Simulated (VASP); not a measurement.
```
SnTe
1.0
    0.00000     3.15599     3.15599
    3.15599     0.00000     3.15599
    3.15599     3.15599     0.00000
Sn Te
1 1
Direct
  0.00000   0.00000   0.00000
  0.50000   0.50000   0.50000
```

Calculation: vdW-DF-cx, VASP's PBE PAW potentials (set 64) (plane waves; VASP 6.6.1). Run with 520 eV cut-off, 8×8×8 Γ-centred mesh, tetrahedra with Blöchl corrections, potentials Sn_d Te.

Unless said otherwise, spin-orbit coupling is left out, though it shifts the bands of the heavy elements here.

Question: Predict the energy per atom (σ→0), band gap (on the k-mesh) with the smallest direct gap where there is one.

Answer: 
```json
{
 "band gap (on the k-mesh)": "0.08 eV",
 "smallest direct gap (on the k-mesh)": "0.08 eV",
 "energy per atom (σ→0)": "-1.371 eV/atom"
}
```

Total energies compare only between runs with the same potentials, cut-off and functional.

The compound is SnTe in the rock salt structure, which distorts at low temperature. It was relaxed first.
